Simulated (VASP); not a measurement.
Crystal: B2C.

```
B C
1.0
    -1.38097    1.39218    5.91048
     1.32353   -1.40673    5.90050
     2.74064    2.79215  -11.82773
B C
8 4
Direct
  0.45471 0.88011 0.23882
  0.47610 0.98438 0.79142
  0.03124 0.49586 0.18779
  0.12371 0.57458 0.78773
  0.36138 0.26353 0.99891
  0.31930 0.31272 0.51930
  0.69203 0.70651 0.01559
  0.69542 0.70377 0.51367
  0.98329 0.01395 0.98911
  0.98173 0.98024 0.47752
  0.74199 0.25673 0.26536
  0.68408 0.23779 0.72016
```

The cell was built by a generator and needn't be a form met in nature.

| Property | Result |
| --- | --- |
| Program | VASP 6.6.1 |
| Task | relaxation of cell and atoms |
| Functional | PBE |
| Potentials or basis | VASP PAW PBE potentials, release 64 (B, C) |
| Cutoff | 520 eV |
| k mesh | 8 × 8 × 8 |
| Occupations | gaussian, width 0.15 eV |
| Spin | no spin polarisation |

At the start: pressure 12.3 GPa; volume 7.39 Å³/atom.

How do energy, volume and symmetry change on relaxing?

Over 43 steps the energy falls by 336.1 meV/atom and the volume is 7.53 Å³/atom (+1.8 %); space group C2 (No. 5, to 0.05 Å).

Step by step:
```csv
step,energy change (eV),largest force (eV/Å),pressure (GPa),volume (Å³)
1,0.0000,8.3500,12.33,88.71
3,-2.2021,3.1616,-6.63,91.67
5,-2.9486,2.4319,-1.87,89.20
7,-3.2170,1.1191,3.20,87.51
9,-3.2853,0.5889,0.17,88.45
11,-3.3145,0.3618,-0.75,88.76
13,-3.3419,0.4262,-0.28,88.65
15,-3.3765,0.5874,0.75,88.43
17,-3.4598,0.6745,1.26,88.53
19,-3.5629,0.6265,-0.07,89.26
21,-3.6904,0.5015,-0.01,89.71
23,-3.7780,0.5123,0.61,89.91
25,-3.8668,0.5226,-0.28,90.58
27,-3.9166,0.4094,-0.32,90.68
29,-3.9596,0.4316,0.31,90.37
31,-4.0008,0.2547,-0.15,90.37
33,-4.0187,0.2656,0.03,90.29
35,-4.0284,0.1734,0.09,90.30
37,-4.0317,0.0974,-0.10,90.36
39,-4.0326,0.0581,0.01,90.32
41,-4.0329,0.0479,0.03,90.31
43,-4.0331,0.0218,-0.01,90.33
```

Final structure:
```
B C
1.0
    -1.53069    1.21688    6.02297
     1.21749   -1.52917    6.02183
     3.04644    3.04657  -12.19222
B C
8 4
Direct
  0.47375 0.75767 0.16930
  0.46106 0.98589 0.79179
  0.01060 0.53434 0.20891
  0.23713 0.52232 0.83056
  0.31515 0.26704 0.97575
  0.29005 0.48239 0.58606
  0.72906 0.68178 0.02540
  0.51505 0.70687 0.41583
  0.02977 0.96526 0.99980
  0.02697 0.96871 0.50019
  0.72640 0.26732 0.25089
  0.72996 0.27057 0.75090
```
